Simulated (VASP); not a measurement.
An input for Ansatz (written as the equivalent of a VASP run, and not itself run):

Ansatz 0.2 input:
```yaml
crystal:
  lattice:
    - [0.0000000, 2.2345962, 2.2345962]
    - [2.2345962, 0.0000000, 2.2345962]
    - [2.2345962, 2.2345962, 0.0000000]
  atoms:
    - { symbol: Ta, position: [0.0000000, 0.0000000, 0.0000000] }
    - { symbol: C, position: [0.5000000, 0.5000000, 0.5000000] }
kpoints:
  mp_grid: { grid: [14, 14, 14] }
hamiltonian:
  xc: pbe
  pseudopotentials: { kind: paw }
scf:
  occupations: { method: methfessel_paxton, width: 0.1 }
  max_iter: 100
relax:
  max_steps: 40
  f_tol: 0.01
  cell: { p_target: 2 }
output: { forces: true, stress: true, eigenvalues: true }
```

Question: Write the VASP files for the same calculation (PBE).

Answer: Several could match; the one computed here: 
KPOINTS:
```
Automatic mesh
0
Gamma
14 14 14
0 0 0
```

### POSCAR
```
TaC
1.0
  0.0000000000   2.2345961765   2.2345961765
  2.2345961765   0.0000000000   2.2345961765
  2.2345961765   2.2345961765   0.0000000000
Ta C
1 1
Direct
  0.0000000000   0.0000000000   0.0000000000
  0.5000000000   0.5000000000   0.5000000000
```

**INCAR**
```
! general
SYSTEM =TaC
PREC   =Accurate
ENCUT  =600
LREAL  =.FALSE.
LASPH  =.TRUE.

! electronic loop
EDIFF  =1E-7
NELM   =100
ALGO   =Normal
LMAXMIX=6

! smearing
ISMEAR =1
SIGMA  =0.1

! functional
GGA    =PE

! ions
IBRION =2
NSW    =40
ISIF   =3
EDIFFG =-0.01
PSTRESS=20

! output
LWAVE  =.FALSE.
LCHARG =.FALSE.
```

POTCAR, in this order: Ta_pv C (PBE.64 set). Program: vasp_std.

What does not carry over: each code has its own PAW files, so the cut-off isn't converted (ENCUT is set for VASP's; basis.ecutwfc is left out, and Ansatz then takes the one that its files recommend); Ansatz stops its SCF on the density residual and VASP on the energy change (EDIFF).

The compound is TaC in the rock salt structure. It was relaxed first under an external pressure of 2 GPa.
